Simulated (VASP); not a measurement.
A VASP calculation is set up with these files.

### INCAR
```
# general
SYSTEM =Cd2Zn2Te4
PREC   =Accurate
ENCUT  =400   # plane-wave cut-off (eV)
LREAL  =F   # projection in real space or not
LASPH  =T   # aspherical one-centre terms

# electronic loop
EDIFF  =1E-6   # SCF stop (eV)
NELM   =100   # most electronic steps
ALGO   =Normal   # blocked Davidson
LMAXMIX=4   # l cut-off of mixed one-centre charges

# smearing
ISMEAR =0
SIGMA  =0.05

# functional
GGA    =PS

# ions
IBRION =2   # conjugate gradients
NSW    =60
ISIF   =3   # ions, shape and volume
EDIFFG =-0.02

# output
LWAVE  =F
LCHARG =F
```

File KPOINTS:
```
K-points
0
Gamma
 6 6 2
0 0 0
```

POSCAR:
```
Cd2Zn2Te4
1.0
  0.0000000000   3.1412346217   3.1412346217
  3.1412346217   0.0000000000   3.1412346217
 12.6030122542  12.6030122542  -0.0380737673
Zn Te Cd
2 4 2
Cart
  3.2097352927   3.2097352927   6.2139685724
  3.0976251977   3.0976251977   0.0436094241
  1.5736007314   1.5736007314   1.5676338900
  4.6007899319   4.6007899319   1.6816793112
  7.8844857100   7.8844857100   1.5392181548
 11.1551781944  11.1551781944   1.4097602928
  6.2214570315   6.2214570315   0.0610122113
 12.6406216013  12.6406216013   6.2067861293
```

POTCAR, in this order: Zn Te Cd (PBE.64 set). Program: vasp_std.

Q: Write an equivalent input for Ansatz.

A: One equivalent input (not run):
Ansatz 0.2 input:
```yaml
crystal:
  lattice:
    - [0.0000000, 3.1412346, 3.1412346]
    - [3.1412346, 0.0000000, 3.1412346]
    - [12.6030123, 12.6030123, -0.0380738]
  atoms:
    - { symbol: Zn, position: [0.9891459, 0.9891459, 0.0081406] }
    - { symbol: Zn, position: [0.0084183, 0.0084183, 0.2436863] }
    - { symbol: Te, position: [0.2499043, 0.2499043, 0.0625718] }
    - { symbol: Te, position: [0.2694834, 0.2694834, 0.2978875] }
    - { symbol: Te, position: [0.2484182, 0.2484182, 0.5636863] }
    - { symbol: Te, position: [0.2294135, 0.2294135, 0.8279399] }
    - { symbol: Cd, position: [0.0126840, 0.0126840, 0.4904870] }
    - { symbol: Cd, position: [0.9925325, 0.9925325, 0.7556007] }
kpoints:
  mp_grid: { grid: [6, 6, 2] }
hamiltonian:
  xc: pbesol
  pseudopotentials: { kind: paw }
scf:
  occupations: { method: gaussian, width: 0.05 }
  max_iter: 100
relax:
  max_steps: 60
  f_tol: 0.02
  cell: {}
output: { forces: true, stress: true, eigenvalues: true }
```
The two are equivalent in intent, not identical: each code has its own PAW files, so the cut-off isn't converted (ENCUT is set for VASP's; basis.ecutwfc is left out, and Ansatz then takes the one that its files recommend); Ansatz stops its SCF on the density residual and VASP on the energy change (EDIFF).

The structure was generated: Cd2Zn2Te4 was put into an ordered model structure (R3m), which need not be its known phase. This run relaxes it. Symmetry was kept, so distortions that lower it aren't found. The start is the result of an earlier pass.
